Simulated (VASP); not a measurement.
An input for Ansatz (written as the equivalent of a VASP run, and not itself run):

Ansatz 0.2 input:
```yaml
crystal:
  lattice:
    - [0.0000000, 2.7740212, 2.7196286]
    - [2.7196286, 0.0000000, 2.7196286]
    - [2.7196286, 2.7740212, 0.0000000]
  atoms:
    - { symbol: Ag, position: [1.0000000, 1.0000000, 0.0000000] }
    - { symbol: Cl, position: [0.5000000, 0.5000000, 0.5000000] }
kpoints:
  mp_grid: { grid: [8, 8, 8] }
hamiltonian:
  xc: pbesol
  pseudopotentials: { kind: paw }
scf:
  occupations: { method: gaussian, width: 0.05 }
  max_iter: 100
output: { forces: true, stress: true, eigenvalues: true }
```

Problem. Write the VASP files for the same calculation (PBEsol).

Solution. Several could match; the one computed here: 
File POSCAR:
```
AgCl
1
    0.0000000000     2.7740211527     2.7196285811
    2.7196285811     0.0000000000     2.7196285811
    2.7196285811     2.7740211527     0.0000000000
Ag Cl
1 1
Direct
  1.0000000000   1.0000000000   0.0000000000
  0.5000000000   0.5000000000   0.5000000000
```

INCAR:
```
# general
SYSTEM  = AgCl
PREC    = Accurate
ENCUT   = 480
LREAL   = .FALSE.
LASPH   = .TRUE.

# electronic loop
EDIFF   = 1E-7
NELM    = 100
ALGO    = Normal
LMAXMIX = 4

# smearing
ISMEAR  = 0
SIGMA   = 0.05

# functional
GGA     = PS

# ions
ISIF    = 2

# output
LWAVE   = .FALSE.
LCHARG  = .FALSE.
```

**KPOINTS**
```
Automatic mesh
0
Gamma
8 8 8
0 0 0
```

POTCAR, in this order: Ag Cl (PBE.64 set). Program: vasp_std.

Limits of the translation: each code has its own PAW files, so the cut-off isn't converted (ENCUT is set for VASP's; basis.ecutwfc is left out, and Ansatz then takes the one that its files recommend); Ansatz stops its SCF on the density residual and VASP on the energy change (EDIFF).

The compound is AgCl in the rock salt structure. This cell was strained or had an atom moved on purpose.
